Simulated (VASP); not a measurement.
# Y3F: band structure with TPSS

Crystal: Y3F.

```xyz
4
Lattice="6.2667 0.0000 0.0000 -3.1333 5.4271 0.0000 0.0000 0.0000 3.3620" Properties=species:S:1:pos:R:3 pbc="T T T"
Y     3.1333    0.0000    0.0000
Y    -1.5667    2.7135    0.0000
Y     1.5667    2.7135    0.0000
F     0.0000    0.0000    0.0000
```

The cell was built by a generator and needn't be a form met in nature.

* Program: VASP 6.6.1
* Task: band structure
* Functional: TPSS
* Potentials or basis: VASP PAW PBE potentials, release 64 (Y_sv, F)
* Cutoff: 520 eV
* k mesh: 4 × 4 × 6
* Occupations: fermi-dirac, width 0.05 eV
* Spin: no spin polarisation
* Further INCAR settings: ALGO = Normal; EDIFF = 1e-06

```json
{
 "Pressure": "-1.0 GPa",
 "Band gap along the path": "none (metal or under the smearing width)"
}
```

Stress tensor (GPa, compression positive):
```
-0.88  0.00  0.00
 0.00 -0.88  0.00
 0.00  0.00 -1.15
```

Levels at the corners of the path, in eV from the Fermi level:
```
point  band 17  band 18  band 19  band 20  band 21  band 22  band 23  band 24
    Γ    -3.47    -1.23    -1.05    -1.05     0.03     0.33     0.33     1.46
    M    -2.71    -1.88    -0.37    -0.28     0.22     0.60     0.94     1.11
    M    -2.71    -1.88    -0.37    -0.28     0.22     0.60     0.94     1.11
    K    -2.19    -2.19    -0.64     0.18     0.20     0.20     1.30     1.32
    K    -2.19    -2.19    -0.64     0.18     0.20     0.20     1.30     1.32
    Γ    -3.47    -1.23    -1.05    -1.05     0.03     0.33     0.33     1.46
    Γ    -3.47    -1.23    -1.05    -1.05     0.03     0.33     0.33     1.46
    A    -2.17    -1.89    -0.67    -0.67    -0.02    -0.02     0.42     0.74
    A    -2.17    -1.89    -0.67    -0.67    -0.02    -0.02     0.42     0.74
    L    -1.54    -0.72    -0.68    -0.30     0.21     1.02     1.15     1.44
    L    -1.54    -0.72    -0.68    -0.30     0.21     1.02     1.15     1.44
    H    -1.14    -1.14    -0.33     0.31     0.31     0.72     0.72     0.85
    H    -1.14    -1.14    -0.33     0.31     0.31     0.72     0.72     0.85
    A    -2.17    -1.89    -0.67    -0.67    -0.02    -0.02     0.42     0.74
    L    -1.54    -0.72    -0.68    -0.30     0.21     1.02     1.15     1.44
    M    -2.71    -1.88    -0.37    -0.28     0.22     0.60     0.94     1.11
    K    -2.19    -2.19    -0.64     0.18     0.20     0.20     1.29     1.32
    H    -1.14    -1.14    -0.33     0.31     0.31     0.72     0.72     0.85
```

It took 5.1 min on 1 thread of Intel(R) Xeon(R) 6975P-C (Granite Rapids), on a shared host, peak memory 0.28 GiB.

Caveat: the PAW data sets were made with another functional, which shifts forces and pressure a little.
